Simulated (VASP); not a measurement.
ZnCd2SeS2:

```
CELL_PARAMETERS angstrom
-1.97800 1.97800 8.39250
1.97800 -1.97800 8.39250
1.97800 1.97800 -8.39250
ATOMIC_POSITIONS crystal
Zn 0.00000 0.00000 0.00000
Cd 0.33333 0.33333 0.00000
Cd 0.66667 0.66667 0.00000
Se 0.25000 0.75000 0.50000
S 0.58333 0.08333 0.50000
S 0.91667 0.41667 0.50000
```

The cell was built by a generator and needn't be a form met in nature.

- Program: VASP 6.6.1
- Task: relaxation of cell and atoms
- Functional: PBE
- Potentials or basis: VASP PAW PBE potentials, release 64 (Zn, Cd, Se, S)
- Cutoff: 520 eV
- k mesh: 5 × 5 × 5
- Occupations: gaussian, width 0.15 eV
- Spin: no spin polarisation

At the start: pressure 12.7 GPa; volume 21.89 Å³/atom.

**Question.** How do energy, volume and symmetry change on relaxing?

**Answer.** Over 7 steps the energy falls by 207.0 meV/atom and the volume is 25.37 Å³/atom (+15.9 %); space group I-4m2 (No. 119, to 0.05 Å).

The path:
```
step  energy change (eV)  largest force (eV/Å)  pressure (GPa)  volume (Å³)
   1              0.0000                1.8054           12.70       131.34
   2             -0.8601                0.5194           -3.90       167.17
   3             -0.9900                0.7946           -0.84       155.93
   4             -1.0867                0.6380           -0.58       154.37
   5             -1.2365                0.1649            0.44       149.76
   6             -1.2387                0.1152            0.65       149.13
   7             -1.2422                0.0530           -0.33       152.24
```

Final structure:
```
CELL_PARAMETERS angstrom
-2.07090 2.07090 8.87471
2.07090 -2.07090 8.87471
2.07090 2.07090 -8.87471
ATOMIC_POSITIONS crystal
Zn 0.00000 0.00000 0.00000
Cd 0.34418 0.34418 0.00000
Cd 0.65582 0.65582 0.00000
Se 0.25000 0.75000 0.50000
S 0.56939 0.06939 0.50000
S 0.93061 0.43061 0.50000
```

Caveat: the k mesh is coarse (spacing up to 0.45 Å⁻¹), so the values aren't converged; the volume moved by over 15 % at a fixed basis, so the end points are rough.
